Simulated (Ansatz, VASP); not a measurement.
## Cross-check of K5H118Cl5O59 between VASP and Ansatz

Aim: how closely do two programs agree when they are given the same cell, functional and k mesh? The cell is taken from a series of runs on this material, whose earlier steps may have relaxed, scaled, displaced or heated it; both programs get it as it stands.

Main program and level: Ansatz 0.2.0; plane waves, with VASP 6.6.1 beside it; single point at PBE.

**1. The starting structure**

The cell holds 187 atoms: 59 O, 118 H, 5 K and 5 Cl. Its edges and angles: a = 12.675 Å, b = 12.675 Å, c = 12.675 Å, α = 90.0°, β = 90.0°, γ = 90.0°.

**2. VASP: single point, PBE**

A single point gives forces, pressure and levels at one fixed geometry, so differences don't come from the geometry; what else differs is listed under the comparison.

Lines of VASP's logs that name or quote its potential files are left out, and so is its time.

INCAR reads:

```
SYSTEM = K5H118Cl5O59
PREC = Accurate
ENCUT = 600
EDIFF = 1E-06
NELM = 120
ISMEAR = -1
SIGMA = 0.05
LREAL = Auto
ALGO = Normal
GGA = PE
NBANDS = 406
LORBIT = 11
LWAVE = .FALSE.
LCHARG = .FALSE.
ISIF = 2
LASPH = .TRUE.
GGA_COMPAT = .FALSE.
EFERMI = MIDGAP
```

POSCAR reads:

```
K5H118Cl5O59
1.0
   12.6750100000      0.0000000000      0.0000000000
    0.0000000000     12.6750100000      0.0000000000
    0.0000000000      0.0000000000     12.6750100000
O H K Cl
59 118 5 5
Direct
    0.5095800000      0.9696500000      0.7942100000
    0.4503900000      0.7661700000      0.8305400000
    0.6377400000      0.7689600000      0.2017300000
    0.3134100000      0.4331200000      0.7762900000
    0.0640400000      0.5933000000      0.6818500000
    0.8994100000      0.8085900000      0.3938700000
    0.1282500000      0.2278500000      0.7055100000
    0.7008700000      0.9407500000      0.8871800000
    0.1832200000      0.7621800000      0.4489800000
    0.8077100000      0.3809700000      0.7406300000
    0.7414500000      0.9533600000      0.3844100000
    0.8180600000      0.1555700000      0.4174100000
    0.5251800000      0.3663100000      0.8239100000
    0.2225900000      0.5781800000      0.1108700000
    0.6233000000      0.2528200000      0.4215700000
    0.2491000000      0.3281900000      0.2694000000
    0.3063900000      0.5889800000      0.9182400000
    0.7672000000      0.7890900000      0.0241100000
    0.4100200000      0.4715900000      0.1987400000
    0.6618500000      0.5294100000      0.8017900000
    0.0257400000      0.5164800000      0.1672300000
    0.1564200000      0.0332900000      0.8922100000
    0.6298200000      0.9865900000      0.2103300000
    0.4324000000      0.5810100000      0.3933600000
    0.6388100000      0.6587600000      0.3903800000
    0.0468300000      0.1772300000      0.0075200000
    0.9482100000      0.8552400000      0.1272900000
    0.4049000000      0.0054400000      0.6004400000
    0.5105400000      0.1389900000      0.2873400000
    0.3382600000      0.1813200000      0.7025100000
[... 151 atom lines left out ...]
    0.2863500000      0.7948900000      0.1137800000
    0.5126500000      0.6335900000      0.0482500000
    0.3836200000      0.1358700000      0.9470500000
    0.0649200000      0.1632200000      0.4840900000
    0.8467100000      0.9424800000      0.6944500000
    0.8951200000      0.3867500000      0.9883900000
```

KPOINTS reads:

```
Automatic mesh
0
Gamma
1 1 1
0 0 0
```

Potentials, in the order of the species: O, H, K_sv and Cl (PBE family, release 64).

Launch:

```
export OMP_NUM_THREADS=3
mpirun -np 1 vasp_gam
```

Numbers of over 12 decimals in the logs are rounded to 6 here.

Output:

```text
[banner, memory and clock lines left out]
running    1 mpi-ranks, on    1 nodes
[...]
Offloading initialized ...    1 GPUs detected
[...]
LDA part: xc-table for (Slater+PW92), standard interpolation
 POSCAR, INCAR and KPOINTS ok, starting setup
[...]
entering main loop
       N       E                     dE             d eps       ncg     rms          rms(c)
DAV:   1     0.515463080028E+04    0.51546E+04   -0.32133E+05   828   0.142E+03
DAV:   2    -0.421261567234E+03   -0.55759E+04   -0.53229E+04   994   0.344E+02
DAV:   3    -0.975109090254E+03   -0.55385E+03   -0.54980E+03  1016   0.113E+02
DAV:   4    -0.990170031983E+03   -0.15061E+02   -0.15006E+02  1016   0.186E+01
[...]
DAV:  18    -0.905471720543E+03    0.46467E-05   -0.28805E-05   952   0.109E-02    0.865E-03
DAV:  19    -0.905471717155E+03    0.33874E-05   -0.33609E-06   944   0.659E-03    0.296E-03
DAV:  20    -0.905471716209E+03    0.94651E-06   -0.32036E-06   864   0.636E-03
   1 F= -.90547172E+03 E0= -.90547172E+03  d E =-.237991E-19
```

Parts of OUTCAR (step 2):

```text
  FREE ENERGIE OF THE ION-ELECTRON SYSTEM (eV)
  ---------------------------------------------------
  free  energy   TOTEN  =      -905.4717162087 eV

  energy  without entropy=     -905.4717162087  energy(sigma->0) =     -905.47171621
```

The run ends at a pressure of 0.25 GPa, with forces up to 0.13 eV/Å.

**3. Ansatz: single point, PBE**

Ansatz runs on its default PAW (the set named soft_2) files.

The same cell, functional, mesh and smearing now go to Ansatz, which takes its cutoff from its data sets.

input.yaml reads:

```yaml
crystal:
  lattice:
    - [12.67501, 0.0, 0.0]
    - [0.0, 12.67501, 0.0]
    - [0.0, 0.0, 12.67501]
  atoms:
    - { symbol: O, position: [0.50958, 0.96965, 0.79421] }
    - { symbol: H, position: [0.4749, 0.0218, 0.83968] }
    - { symbol: H, position: [0.58109, 0.96065, 0.82554] }
    - { symbol: O, position: [0.45039, 0.76617, 0.83054] }
    - { symbol: H, position: [0.46612, 0.84264, 0.82317] }
    - { symbol: H, position: [0.48125, 0.7454, 0.89813] }
    - { symbol: O, position: [0.63774, 0.76896, 0.20173] }
    - { symbol: H, position: [0.61775, 0.84427, 0.20722] }
    - { symbol: H, position: [0.5817, 0.73361, 0.15989] }
    - { symbol: O, position: [0.31341, 0.43312, 0.77629] }
    - { symbol: H, position: [0.23792, 0.41683, 0.78593] }
    - { symbol: H, position: [0.32152, 0.45068, 0.7006] }
    - { symbol: O, position: [0.06404, 0.5933, 0.68185] }
    - { symbol: H, position: [0.11742, 0.64192, 0.71677] }
    - { symbol: H, position: [0.09416, 0.57409, 0.61158] }
    - { symbol: O, position: [0.89941, 0.80859, 0.39387] }
    - { symbol: H, position: [0.9086, 0.7773, 0.46485] }
    - { symbol: H, position: [0.9615, 0.85523, 0.3826] }
    - { symbol: O, position: [0.12825, 0.22785, 0.70551] }
    - { symbol: H, position: [0.09994, 0.22639, 0.63284] }
    - { symbol: H, position: [0.1061, 0.2962, 0.73654] }
    - { symbol: O, position: [0.70087, 0.94075, 0.88718] }
    - { symbol: H, position: [0.71979, 0.87817, 0.93109] }
    - { symbol: H, position: [0.7529, 0.94276, 0.82856] }
    - { symbol: O, position: [0.18322, 0.76218, 0.44898] }
    - { symbol: H, position: [0.24468, 0.76534, 0.3996] }
    - { symbol: H, position: [0.13681, 0.82067, 0.42578] }
    - { symbol: O, position: [0.80771, 0.38097, 0.74063] }
    - { symbol: H, position: [0.75052, 0.43115, 0.76057] }
    - { symbol: H, position: [0.85016, 0.37535, 0.80484] }
[... 151 atom lines left out ...]
    - { symbol: K, position: [0.28635, 0.79489, 0.11378] }
    - { symbol: Cl, position: [0.51265, 0.63359, 0.04825] }
    - { symbol: Cl, position: [0.38362, 0.13587, 0.94705] }
    - { symbol: Cl, position: [0.06492, 0.16322, 0.48409] }
    - { symbol: Cl, position: [0.84671, 0.94248, 0.69445] }
    - { symbol: Cl, position: [0.89512, 0.38675, 0.98839] }
kpoints:
  mp_grid: { grid: [1, 1, 1] }
hamiltonian:
  xc: pbe
scf:
  occupations: { method: fermi_dirac, width: 0.05 }
output:
  forces: true
  stress: true
  populations: true
  dos:
    method: { smearing: { sigma: 0.08 } }
    de: 0.1
    projected: { site_lists: { Cl: [Cl], H: [H], K: [K], O: [O] } }
  eigenvalues: true
  write_density: true
  write_potential: true
  volumetric_format: npy
  elf: true
```

Launch:

```
ansatz run input.yaml --threads 4 --pin off --max-ram 8192MiB --backend cpu --events-out ev --progress --plain --runs-dir out
```

Output:

```text
Engine: ansatz 0.2.0, x86_64-unknown-linux-gnu
Pseudopotentials: kind: paw
Pseudopotential: O, paw, valence charge 6, recommended cutoff 420 eV (normal), O.paw.azcp
Pseudopotential: H, paw, valence charge 1, recommended cutoff 420 eV (normal), H.paw.azcp
Pseudopotential: K, paw, valence charge 9, recommended cutoff 420 eV (normal), K.paw.azcp
Pseudopotential: Cl, paw, valence charge 7, recommended cutoff 420 eV (normal), Cl.paw.azcp
Functional definition: PBE
  parameter kappa = 0.804
  parameter beta = 0.066725
  exchange = pbe_x(kappa = kappa, mu = beta*pi^2/3)
  correlation = pbe_c(beta = beta)
Crystal: 187 atoms, lattice volume = 2036.315 Å³
Basis set: ecut = 420 eV, 39607 PW (Γ), exchange–correlation on 180×180×180 points (8 copies of the dense FFT grid, shifted against one another)
Bands: 463, of which v1, the nominal top of the filled ones, is band 276 counted from 1 (275 counted from 0)
Symmetry: 1 space group operations
Space group: P1 (ITA 1), of the structure as read, at distance tolerance 1.3e-4 Å
k-points: 1
Non-local potential: O, projectors of the file, l = 0: 2, l = 1: 2, l = 2: 1
Non-local potential: H, projectors of the file, l = 0: 2, l = 1: 1
Non-local potential: K, projectors of the file, l = 0: 3, l = 1: 2, l = 2: 2
Non-local potential: Cl, projectors of the file, l = 0: 2, l = 1: 2, l = 2: 2
PAW form: soft (Blöchl's): semilocal exchange-correlation on the pseudo side does not see the compensation charge
PAW one-centre angular grid: O, 110 points (default); XC on 64 Gauss nodes
PAW one-centre angular grid: H, 110 points (default); XC on 64 Gauss nodes
PAW one-centre angular grid: K, 110 points (default); XC on 64 Gauss nodes
PAW one-centre angular grid: Cl, 110 points (default); XC on 64 Gauss nodes
Initial density: superposition of atomic densities (neutral atoms: chi_scale 0, normalization atom), corrected by the library's trained network
Initial wavefunctions: pseudopotential atomic-orbital guess
Functional: x = pbe(κ = 0.804, μ = 0.219515), c = pbe(β = 0.066725)
SCF iter   1: F=—  HF=-48490.631401 eV  |F-HF|=—  |Δ(HF+E_count)|=         —  Δρ=2.45e-3  dr2=1.68e-1  ethr=1.77e-3  ⟨swp⟩=6.0  Hψ=2160  notcnv=0  defer=116
preconditioner: auto → Resta (q_TF=auto, 2.195 Å⁻¹)  ε∞=2.2  [insulator: Δε(μ)=4.794 eV  Ē_g=17.496 eV  σ=0.050 eV  W_gap=1.00  n_scr=364 (ndim 8)  ℏωp=19.2 eV  f_vac=0.265  D(μ)=0.00/eV (n_scr^D=0)  ε∞_Penn≈2.2]
SCF iter   2: F=—  HF=-48490.511088 eV  |F-HF|=—  |Δ(HF+E_count)|=   1.20e-1  Δρ=1.18e-3  dr2=3.74e-2  ethr=3.04e-5  ⟨swp⟩=2.0  Hψ=732  notcnv=0  defer=180
SCF iter   3: F=—  HF=-48490.473981 eV  |F-HF|=—  |Δ(HF+E_count)|=   3.71e-2  Δρ=5.35e-4  dr2=8.89e-3  ethr=6.78e-6  ⟨swp⟩=2.0  Hψ=560  notcnv=0  defer=180
SCF iter   4: F=—  HF=-48490.470775 eV  |F-HF|=—  |Δ(HF+E_count)|=   3.21e-3  Δρ=1.89e-4  dr2=7.37e-4  ethr=1.61e-6  ⟨swp⟩=3.0  Hψ=498  notcnv=0  defer=180
SCF iter   5: F=—  HF=-48490.470753 eV  |F-HF|=—  |Δ(HF+E_count)|=   2.18e-5  Δρ=7.51e-5  dr2=1.01e-4  ethr=1.34e-7  ⟨swp⟩=2.0  Hψ=554  notcnv=0  defer=180
SCF iter   6: F=—  HF=-48490.470780 eV  |F-HF|=—  |Δ(HF+E_count)|=   2.65e-5  Δρ=3.43e-5  dr2=1.72e-5  ethr=1.84e-8  ⟨swp⟩=3.0  Hψ=555  notcnv=0  defer=180
SCF iter   7: F=—  HF=-48490.471044 eV  |F-HF|=—  |Δ(HF+E_count)|=   2.64e-4  Δρ=8.43e-6  dr2=1.05e-6  ethr=3.11e-9  ⟨swp⟩=2.0  Hψ=686  notcnv=0  defer=180
SCF iter   8: F=—  HF=-48490.471045 eV  |F-HF|=—  |Δ(HF+E_count)|=   7.55e-7  Δρ=3.80e-6  dr2=2.37e-7  ethr=1.89e-10  ⟨swp⟩=2.0  Hψ=548  notcnv=0  defer=180
SCF iter   9: F=-48490.471045 eV  HF=-48490.471045 eV  |F-HF|=1.53e-9  |Δ(HF+E_count)|=   1.11e-8  Δρ=1.01e-6  dr2=1.72e-8  ethr=1.81e-11  ⟨swp⟩=19.0  Hψ=4051  notcnv=0
SCF 1 converged in 9 iterations: F = -48490.471045 eV  dr2 = 1.72e-8
  greatest PAW one-centre occupation: 0.987 electrons in one spin orbital (limit 2), on the K atom at site 179 (counted from 0), in its partial waves of l = 0
[...]
--- Löwdin populations: 187 sites ---
  site symbol       q [e]
     0      O      6.6799
     1      H      0.6219
     2      H      0.6118
     3      O      6.6912
     4      H      0.6180
     5      H      0.6169
     6      O      6.6713
     7      H      0.6156
     8      H      0.6329
     9      O      6.6808
    10      H      0.6089
    11      H      0.6052
    12      O      6.6753
    13      H      0.6218
    14      H      0.6280
    15      O      6.7168
    16      H      0.6129
    17      H      0.6167
    18      O      6.7187
    19      H      0.6411
    20      H      0.6136
    21      O      6.6657
    22      H      0.6153
    23      H      0.6340
[...]
179      K      8.1698
   180      K      8.1590
   181      K      8.1629
   182     Cl      7.5479
   183     Cl      7.5385
   184     Cl      7.6109
   185     Cl      7.5906
   186     Cl      7.5714
  spilling = 0.009687 (of n_electrons = 552.000000)
```

**4. Differences**

Known differences besides the potentials themselves: the cutoff is 420 eV in Ansatz and 600 eV in VASP (PREC = Accurate, projectors in real space). Total energies have different zeros and are not compared.

Compared:

```
              quantity  Ansatz   VASP  difference
        pressure (GPa)    0.32   0.25       +0.07
gap on the k mesh (eV)   4.694  4.673      +0.021
```

Forces on 8 of the 187 atoms, those with the largest forces and the largest differences (eV/Å; atoms numbered as in POSCAR):

```
atom         Ansatz x, y, z           VASP x, y, z
 H83   0.002, 0.008, -0.014   0.012, 0.047, -0.105
H108    0.003, 0.006, 0.013    0.026, 0.030, 0.104
H132   0.006, 0.001, -0.003   0.059, 0.051, -0.081
H139   0.029, -0.018, 0.013   0.057, -0.121, 0.002
H158  -0.006, 0.001, -0.005   0.081, -0.008, 0.072
H169   -0.001, 0.000, 0.003  -0.046, 0.091, -0.043
H174    0.005, 0.007, 0.000   -0.068, 0.080, 0.043
H175    0.007, 0.007, 0.007  0.114, -0.004, -0.010
```

The forces differ by 49 meV/Å r.m.s., where the r.m.s. force is 0.006 eV/Å in Ansatz and 0.049 eV/Å in VASP: the atoms lie near their places of rest in Ansatz, so a percentage would say little (all taken over all components). A gap on the mesh is an upper bound, since the band edges may lie between its points.

**5. Results**

```
r.m.s. force difference (single point, PBE) : 49 meV/Å
```

What this shows: The r.m.s. force difference is 49 meV/Å (single point, PBE), beyond the 12 meV/Å picked in this series as the mark of a large difference. What causes the difference of the single point, PBE pair stays open here. How closely two codes agree says nothing of how well the functional describes the real material.

[Lines on the potential files, build, host, timing and source positions are cut from VASP's logs without a mark.]

[Logs are printed without paths, hosts, clocks, repeated set-up lines and the standing remarks that a program may print on its own settings, such as how far it seeks lower states.]

[Hosts, paths, dates, database ids (printed as entryN), source tags and the programs' standing remarks are cut or masked in the printed files.]
